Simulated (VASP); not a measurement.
Consider the following.

```
CELL_PARAMETERS angstrom
      3.47293     0.00000     0.00000
      0.00000     3.47293     0.00000
      0.00000     0.00000     3.47293
ATOMIC_POSITIONS crystal
  La 0.00000 0.00000 0.00000
```

Level of theory: PBEsol GGA, VASP's PBE PAW potentials (set 64) (plane waves; VASP). Settings: 400 eV cut-off, 10×10×10 Γ-centred mesh, first-order Methfessel-Paxton smearing of 0.10 eV, potentials La.

Energy and stress use the plane-wave basis of the starting cell.

### Question
The ions, cell shape and volume are relaxed. What does this cell relax into?

### Answer

```
CELL_PARAMETERS angstrom
      3.20992     0.00000     0.00000
      0.00000     3.20992     0.00000
      0.00000     0.00000     3.20992
ATOMIC_POSITIONS crystal
  La 0.00000 0.00000 0.00000
```
Space group Pm-3m (221), at a tolerance of 0.03 Å.

### Question
How do energy and volume change from the first to the last step?

### Answer
The energy (σ→0) changes by -152.3 meV/atom and the volume by -21.0 %, in 18 ionic steps.

The structure was generated: La was put into the simple-cubic type (Pm-3m), which need not be its known phase. This run relaxes it. Symmetry was kept, so distortions that lower it aren't found.
